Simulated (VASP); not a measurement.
Crystal: TiC.

```xyz
2
Lattice="0.0000 2.1593 2.1593 2.1593 0.0000 2.1593 2.1593 2.1593 0.0000" Properties=species:S:1:pos:R:3 pbc="T T T"
Ti    0.0000    0.0000    0.0000
C     2.1593    2.1593    2.1593
```

* Program: VASP 6.6.1
* Task: relaxation of cell and atoms
* Functional: PBEsol
* Potentials or basis: VASP PAW PBE potentials, release 64 (Ti_sv, C)
* Cutoff: 520 eV
* k mesh: 16 × 16 × 16
* Occupations: gaussian, width 0.1 eV
* Spin: no spin polarisation

At the start: pressure -4.3 GPa; volume 10.07 Å³/atom.

Task: How do energy, volume and symmetry change on relaxing?

Result: Over 3 steps the energy falls by 2.3 meV/atom and the volume is 9.90 Å³/atom (-1.6 %); space group Fm-3m (No. 225, to 0.05 Å).

Step by step:
| step | energy change (eV) | largest force (eV/Å) | pressure (GPa) | volume (Å³) |
| --- | --- | --- | --- | --- |
| 1 | 0.0000 | 0.0000 | -4.29 | 20.14 |
| 2 | 0.0040 | 0.0000 | 6.26 | 19.36 |
| 3 | -0.0045 | 0.0000 | -0.02 | 19.80 |

Final structure:
```
CELL_PARAMETERS angstrom
0.00000 2.14740 2.14740
2.14740 0.00000 2.14740
2.14740 2.14740 0.00000
ATOMIC_POSITIONS crystal
Ti 0.00000 0.00000 0.00000
C 0.50000 0.50000 0.50000
```

Caveat: the PAW data sets were made with another functional, which shifts forces and pressure a little.
